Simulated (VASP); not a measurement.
Energy against volume of Cr (bcc, AFM order). These are TPSS meta-GGA, VASP's PBE PAW potentials (set 64) (plane waves; VASP) values and carry that method's errors. Numerical set-up: 520 eV cut-off, 13×13×13 Γ-centred mesh, first-order Methfessel-Paxton smearing of 0.10 eV, potentials Cr_pv.

| V (Å³/atom) | E (eV/atom) |
|---|---|
| 11.162 | -16.98660 |
| 11.508 | -16.99492 |
| 11.853 | -16.99012 |
| 12.198 | -16.97515 |

Question: Fit these four points and predict the energy of the run at 10.817 Å³/atom.

Answer: A cubic in V^(−2/3), the third-order Birch-Murnaghan form, passes through the four points with V0 = 11.54 Å³/atom and B0 = 198 GPa, and gives -16.9616 eV/atom there. The run gave -16.9618 eV/atom, -0.1 meV/atom from the fit; all five points give B0 = 197 GPa.

The compound is Cr in the bcc, AFM order structure. It was relaxed first.
